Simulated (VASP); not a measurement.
The system is Cl2BSeH, in a box.

```
Cl B Se H
1.0
    12.00000    0.00000    0.00000
     0.00000   13.00000    0.00000
     0.00000    0.00000   13.00000
Cl B Se H
2 1 1 1
Cartesian
  6.3665 6.8003 8.0519
  7.1588 4.7894 5.9448
  6.3136 6.2476 6.3991
  5.3498 7.1810 5.0161
  4.8671 8.2526 5.8960
```

Base run:

| Quantity | Value |
| --- | --- |
| Program | VASP 6.6.1 |
| Functional | PBE |
| Dispersion | TS |
| Potentials or basis | VASP PAW PBE potentials, release 64 (Cl, B, Se, H) |
| Cutoff | 520 eV |
| k mesh | 1 × 1 × 1 |
| Occupations | gaussian, width 0.01 eV |
| Spin | no spin polarisation |

Its results: gap between the frontier levels 4.32 eV; largest force 0.432 eV/Å.

Q: The run is repeated on the same cell with these changes: functional from PBE to PBE0; further incar settings from ALGO = Normal; EDIFF = 1e-07 to ALGO = Normal; EDIFF = 1e-06; NBANDS = 20. What comes out?

A: Gap between the frontier levels 6.32 eV; largest force 0.099 eV/Å.

Caveats: the PAW data sets were made with another functional, which shifts forces and pressure a little (some runs).

A k mesh can miss the band edges.

Not every run made on this cell is shown here.
